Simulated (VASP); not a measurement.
Method: r2SCAN meta-GGA, VASP's PBE PAW potentials (set 64) (plane waves; VASP).

The input files of a VASP run:

### KPOINTS
```
Automatic mesh
0
Gamma
6 6 6
0 0 0
```

**POSCAR**
```
PbTe
1.0
  0.0000000000   3.2429946794   3.2429946794
  3.2429946794   0.0000000000   3.2429946794
  3.2429946794   3.2429946794   0.0000000000
Te Pb
1 1
Direct
  0.5000000000   0.5000000000   0.5000000000
  0.0000000000   0.0000000000   0.0000000000
```

INCAR:
```
ALGO=Normal
SYSTEM=PbTe
LASPH=.TRUE.   # aspherical one-centre terms
METAGGA=R2SCAN
SIGMA=0.05   # width (eV)
LMIXTAU=.TRUE.
PREC=Accurate
EDIFFG=-0.01   # ionic stop
ISIF=3   # ions, shape and volume
LREAL=.FALSE.
LWAVE=.FALSE.
EDIFF=1E-7   # SCF stop (eV)
ISMEAR=0
ENCUT=480
NELM=100   # most electronic steps
PSTRESS=10
LCHARG=.FALSE.
LMAXMIX=4   # l cut-off of mixed one-centre charges
NSW=40   # most ionic steps
IBRION=2   # conjugate gradients
```

POTCAR, in this order: Te Pb_d (PBE.64 set). Program: vasp_std.

What VASP printed:

OUTCAR:
```
 ion  position               nearest neighbor table
   1  0.500  0.500  0.500-   2 3.24   2 3.24   2 3.24   2 3.24   2 3.24   2 3.24
   2  0.000  0.000  0.000-   1 3.24   1 3.24   1 3.24   1 3.24   1 3.24   1 3.24
  LATTYP: Found a face centered cubic cell.
 ALAT       =     6.4859893588
 Subroutine PRICEL returns:
 Original cell was already a primitive cell.
 Subroutine GETGRP returns: Found 48 space group operations
The static configuration has the point symmetry O_h .
The dynamic configuration has the point symmetry O_h .
 Subroutine INISYM returns: Found 48 space group operations
 Subroutine IBZKPT returns following result:
 Found     16 irreducible k-points:

 Following reciprocal coordinates:
            Coordinates               Weight
  0.000000  0.000000  0.000000      1.000000
  0.166667  0.000000  0.000000      8.000000
  0.333333  0.000000  0.000000      8.000000
  0.500000  0.000000  0.000000      4.000000
  0.166667  0.166667  0.000000      6.000000
  0.333333  0.166667  0.000000     24.000000
  0.500000  0.166667  0.000000     24.000000
 -0.333333  0.166667  0.000000     24.000000
 -0.166667  0.166667  0.000000     12.000000
...
```

OSZICAR:
```
       N       E                     dE             d eps       ncg     rms          rms(c)
DAV:   1     0.777960121338E+02    0.77796E+02   -0.90660E+03   448   0.131E+03
DAV:   2    -0.758600576179E+02   -0.15366E+03   -0.15050E+03   478   0.339E+02
DAV:   3    -0.868090228569E+02   -0.10949E+02   -0.10817E+02   604   0.996E+01
DAV:   4    -0.870679116712E+02   -0.25889E+00   -0.25884E+00   516   0.189E+01
DAV:   5    -0.870784564201E+02   -0.10545E-01   -0.10545E-01   654   0.337E+00    0.330E+00
DAV:   6    -0.825862492460E+02    0.44922E+01   -0.19304E+00   532   0.271E+01    0.283E+00
DAV:   7    -0.825930398560E+02   -0.67906E-02   -0.73076E-01   448   0.920E+00    0.168E+00
DAV:   8    -0.825647776910E+02    0.28262E-01   -0.75186E-01   448   0.522E+00    0.624E-01
DAV:   9    -0.826698000980E+02   -0.10502E+00   -0.67496E-02   454   0.213E+00    0.566E-01
DAV:  10    -0.826299034355E+02    0.39897E-01   -0.42280E-02   448   0.148E+00    0.994E-01
DAV:  11    -0.826960432184E+02   -0.66140E-01   -0.21233E-01   448   0.301E+00    0.214E-01
DAV:  12    -0.826981311612E+02   -0.20879E-02   -0.10914E-02   514   0.762E-01    0.129E-01
DAV:  13    -0.826998298942E+02   -0.16987E-02   -0.64130E-04   490   0.228E-01    0.920E-02
DAV:  14    -0.827003692394E+02   -0.53935E-03   -0.43763E-03   448   0.774E-01    0.135E-01
DAV:  15    -0.827010047667E+02   -0.63553E-03   -0.10915E-03   448   0.428E-01    0.147E-02
DAV:  16    -0.827009971136E+02    0.76531E-05   -0.28919E-05   544   0.494E-02    0.285E-03
DAV:  17    -0.827010097327E+02   -0.12619E-04   -0.14109E-05   454   0.396E-02    0.608E-03
DAV:  18    -0.827010103110E+02   -0.57830E-06   -0.15616E-06   508   0.125E-02    0.612E-03
DAV:  19    -0.827010098696E+02    0.44144E-06   -0.27767E-06   454   0.977E-03    0.177E-03
DAV:  20    -0.827010101782E+02   -0.30859E-06   -0.49657E-07   460   0.936E-03    0.189E-03
DAV:  21    -0.827010102101E+02   -0.31918E-07   -0.16935E-08   242   0.186E-03
   1 F= -.82275257E+02 E0= -.82275257E+02  d E =-.822753E+02
```

OUTCAR:
```
------------------------ aborting loop because EDIFF is reached ----------------------------------------
  FORCE on cell =-STRESS in cart. coord.  units (eV):
  Direction    XX          YY          ZZ          XY          YZ          ZX
  --------------------------------------------------------------------------------------
  Total        0.4341069      0.4341069      0.4341069      0.0000000      0.0000000      0.0000000
  in kB       10.1962047     10.1962047     10.1962047      0.0000000      0.0000000      0.0000000
  external PRESSURE =       0.1962047 kB  Pullay stress =      10.0000000 kB
  volume of cell :       68.21
      direct lattice vectors                 reciprocal lattice vectors
     0.000000000  3.242994679  3.242994679    -0.154178483  0.154178483  0.154178483
     3.242994679  0.000000000  3.242994679     0.154178483 -0.154178483  0.154178483
     3.242994679  3.242994679  0.000000000     0.154178483  0.154178483 -0.154178483
  FREE ENERGIE OF THE ION-ELECTRON SYSTEM (eV)
  ---------------------------------------------------
  free  energy   TOTEN  =       -82.7010102101 eV

  energy  without entropy=      -82.7010102101  energy(sigma->0) =      -82.70101021
  enthalpy is  TOTEN    =       -82.2752568132 eV   P V=        0.4257533969

 reached required accuracy - stopping structural energy minimisation
```
(Selected blocks of OUTCAR.)

The compound is PbTe in the rock salt structure. It was relaxed first under an external pressure of 1 GPa.
